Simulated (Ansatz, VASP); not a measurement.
## Mn2FeN2 in VASP and in Ansatz

```
CELL_PARAMETERS angstrom
2.57978 -1.49462 0.00000
2.57978 1.49462 0.00000
-0.01454 0.00000 5.84720
ATOMIC_POSITIONS crystal
Fe 0.00000 0.00000 0.50000
Mn 0.66662 0.66662 0.83307
Mn 0.33338 0.33338 0.16693
N 0.66752 0.66752 0.26244
N 0.33248 0.33248 0.73755
```

Change from the starting cell: volume scaled by 0.96.

Alike in both runs: task single point; functional PBE; k mesh 10 × 10 × 5; occupations fermi-dirac, width 0.05 eV; collinear spin, ferromagnetic start.

```csv
,VASP,Ansatz
version,VASP 6.6.1,Ansatz 0.2.0
potentials or method,"VASP PAW PBE potentials, release 64 (Fe, Mn_pv, N)",Ansatz PAW
plane-wave cutoff (eV),520,420
valence electrons in the cell,44,56
```

|  | VASP | Ansatz | Ansatz less VASP |
| --- | --- | --- | --- |
| gap on the k mesh at the Fermi level (eV) | none | none | - |
| pressure (GPa) | 7.9 | 7.2 | -0.75 |
| largest component of the traceless stress (GPa) | 2.28 | 1.70 | -0.578 |
| rms of the force components (eV/Å) | 0.065 | 0.045 | -0.0208 |
| net moment per atom (μB) | 0.32 | 0.32 | +0.004 |
| size of the moment on the site where the two differ most (μB) | 2.16 | 2.11 | -0.054 |

Site moments also hang on the region over which each program counts them. Atom by atom the forces differ by 0.026 eV/Å (rms over components). A gap of «none» marks a metal or a gap that the smearing closes. The two sets of potentials don't hold the same shells in valence.

Caveats: only a ferromagnetic start was run, and an antiferromagnetic order may lie lower in energy; the pressure holds a Pulay correction of +0.4 GPa for the finite cutoff (Ansatz); the starting moments weren't kept (Ansatz).
